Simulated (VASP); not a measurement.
```
CELL_PARAMETERS angstrom
      4.03649    -2.19810     0.00000
      4.03649     2.19810     0.00000
      2.83950     0.00000     3.61416
ATOMIC_POSITIONS crystal
  Sb 0.23350 0.23350 0.23350
  Sb 0.76650 0.76650 0.76650
```

The numbers are results of PBE GGA, VASP's PBE PAW potentials (set 64) (plane waves; VASP), not measurements. Numerical set-up: 520 eV cut-off, 9×9×9 Γ-centred mesh, first-order Methfessel-Paxton smearing of 0.10 eV, potentials Sb_GW.

Task: Give the force on each atom (eV/Å).

Result: 
| atom | Fx | Fy | Fz |
|---|---|---|---|
| Sb1 | -0.086 | 0.000 | -0.028 |
| Sb2 | 0.086 | 0.000 | 0.028 |

Task: Give the stress tensor in GPa (positive for a compressed cell).

Result: 
```
-0.57   0.00   0.04
 0.00  -0.70   0.00
 0.04   0.00  -0.68
```
The pressure is its mean diagonal, -0.65 GPa.

The compound is Sb in the a7 structure. The cell was not relaxed at this level. The run is one of a series of settings (ENCUT = 520, POTCAR Sb_GW (PBE.64 set) against the base run), some of them coarse on purpose.
